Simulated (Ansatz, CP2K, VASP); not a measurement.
## TiAu₄ (P1, 5 atoms in the cell) computed with different codes at matched settings

Self-consistent single point.

```xyz
5
Lattice="-3.2748 3.2748 1.9818 3.2748 -3.2748 1.9818 3.2748 3.2748 -1.9818" Properties=species:S:1:pos:R:3 pbc="T T T"
Ti     0.0335    -0.0105     0.0129
Au     0.6689     1.8590     1.9287
Au     2.5481     1.3471     0.0162
Au     1.4134     3.9997     0.0011
Au     1.8858    -0.6456     2.0048
```

Shared settings, as Ansatz (an electronic-structure program) writes them: kpoints.mp_grid.grid = 5 5 4; scf.occupations.method = gaussian; scf.occupations.width = 0.272 eV. Potentials and cutoffs stand in the table.

| code | model | pressure (GPa) | largest force (eV/Å) | cutoff |
|---|---|---|---|---|
| VASP | LDA (PZ), VASP's LDA PAW potentials (set 64) | -7.85 | 0.831 | 300 eV |
| CP2K | LDA (Pade form), GPW, DZVP-MOLOPT-SR-GTH basis, GTH-PADE potentials (GTH_POTENTIALS) | -2.13 | 1.056 | grid 600 Ry |
| Ansatz | LDA (PW92), PAW files made with PBE | -7.78 | 0.807 | 420 eV |

Size of the force on each atom (eV/Å): Sizes of forces hide their directions.

```csv
code,Ti1,Au2,Au3,Au4,Au5
VASP,0.360,0.831,0.475,0.569,0.499
CP2K,0.405,1.056,0.656,0.799,0.569
Ansatz,0.346,0.807,0.465,0.547,0.486
```

On Ansatz's run: spin-orbit coupling is off. Spin polarisation is off.

The spread over the programs that give each value: pressure within 5.72 GPa; largest force within 0.249 eV/Å.

CP2K uses small atom-centred bases, whose incompleteness enters pressures, forces and empty levels differently from a plane-wave cutoff. Ansatz's pressure is given at a fixed set of plane waves, as the other plane-wave codes print theirs; with its correction for the finite basis it is -7.73 GPa. The same LDA comes in different parametrisations, which differ slightly. In the pressure, CP2K (by 5.68) lies more than 1 GPa from the median of the plane-wave programs. In the force vectors, CP2K (by 0.254) lies more than 0.08 eV/Å from the median of the plane-wave programs.

VASP's run is marked for a possible Pulay error in its stress at this cutoff; no cutoff test was made.

The starting cell comes from a database of computed structures (which also holds hypothetical and non-ambient phases and stackings), without a prior relaxation at this level. Its atoms were displaced at random from the sites of space group no. 87.

Left out of this page: Elk (not drawn, or without a comparable value).

Keys are those of Ansatz 0.2.
